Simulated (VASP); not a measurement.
The system is ZrPb2O5.

```
Zr Pb O
1.0
     3.75000    0.00000    0.00000
    -1.87500    3.24760    0.00000
     0.00000    0.00000    9.72000
Zr Pb O
1 2 5
Direct
  0.00000 0.00000 0.00000
  0.66667 0.33333 0.35000
  0.33333 0.66667 0.65000
  0.00000 0.00000 0.78000
  0.00000 0.00000 0.22000
  0.33333 0.66667 0.91700
  0.66667 0.33333 0.08300
  0.00000 0.00000 0.50000
```

The cell was built by a generator and needn't be a form met in nature.

- Program: VASP 6.6.1
- Task: relaxation of cell and atoms
- Functional: PBE
- Potentials or basis: VASP PAW PBE potentials, release 64 (Zr_sv, Pb_d, O)
- Cutoff: 520 eV
- k mesh: 4 × 4 × 2
- Occupations: gaussian, width 0.15 eV
- Spin: no spin polarisation

At the start: pressure -4.8 GPa; volume 14.80 Å³/atom.

Question: Where does the relaxation end?

Answer: Over 6 steps the energy falls by 128.5 meV/atom and the volume is 14.09 Å³/atom (-4.8 %); space group P-3m1 (No. 164, to 0.05 Å).

The path:
```tsv
step	energy change (eV)	largest force (eV/Å)	pressure (GPa)	volume (Å³)
1	0.0000	1.9217	-4.75	118.37
2	-0.8661	0.9431	1.55	110.94
3	-0.9233	0.5160	4.57	108.82
4	-1.0180	0.2055	-1.29	113.92
5	-1.0238	0.1314	-0.21	112.88
6	-1.0278	0.0749	-0.11	112.70
```

Final structure:
```
Zr Pb O
1.0
     3.59090    0.00000    0.00000
    -1.79545    3.10981    0.00000
     0.00000    0.00000   10.09219
Zr Pb O
1 2 5
Cartesian
  0.0000 0.0000 10.0922
  1.7955 1.0366 3.3653
  0.0000 2.0732 6.7269
  0.0000 0.0000 7.7527
  1.7954 3.1098 2.3395
  0.0000 2.0732 9.3548
  1.7955 1.0366 0.7373
  0.0000 0.0000 5.0461
```

Caveat: the k mesh is coarse (spacing up to 0.48 Å⁻¹), so the values aren't converged.
